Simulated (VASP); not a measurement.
Consider the following.

```yaml
crystal:
  lattice:
    - [-1.47586, 1.47586, 1.47586]
    - [1.47586, -1.47586, 1.47586]
    - [1.47586, 1.47586, -1.47586]
  atoms:
    - { symbol: V, position: [0.00000, 0.00000, 0.00000] }
```

All values below come from PBEsol GGA with spin-orbit coupling, VASP's PBE PAW potentials (set 64) (plane waves; VASP 6.6.1). Run with 400 eV cut-off, 16×16×16 Γ-centred mesh, Gaussian smearing of 0.050 eV, potentials V_sv.

Problem. Give the energies of bands 9 to 19 at the high-symmetry points, in eV from the Fermi level.

Solution. 
| band | Γ | H | N | P |
|---|---|---|---|---|
| 9 | -6.70 | -3.23 | -3.35 | -1.18 |
| 10 | -6.70 | -3.23 | -3.35 | -1.18 |
| 11 | 0.41 | -3.23 | -1.22 | -1.15 |
| 12 | 0.41 | -3.23 | -1.22 | -1.15 |
| 13 | 0.41 | 3.96 | 1.82 | -1.15 |
| 14 | 0.41 | 3.96 | 1.82 | -1.15 |
| 15 | 0.45 | 3.96 | 2.57 | 3.01 |
| 16 | 0.45 | 3.96 | 2.57 | 3.01 |
| 17 | 2.55 | 4.01 | 2.95 | 3.01 |
| 18 | 2.55 | 4.01 | 2.95 | 3.01 |
| 19 | 2.55 | 10.48 | 4.40 | 10.87 |

It has no gap at this level: it comes out as a metal or semimetal.

The compound is V in the bcc structure. It was relaxed first, which changed the volume by -8 %.
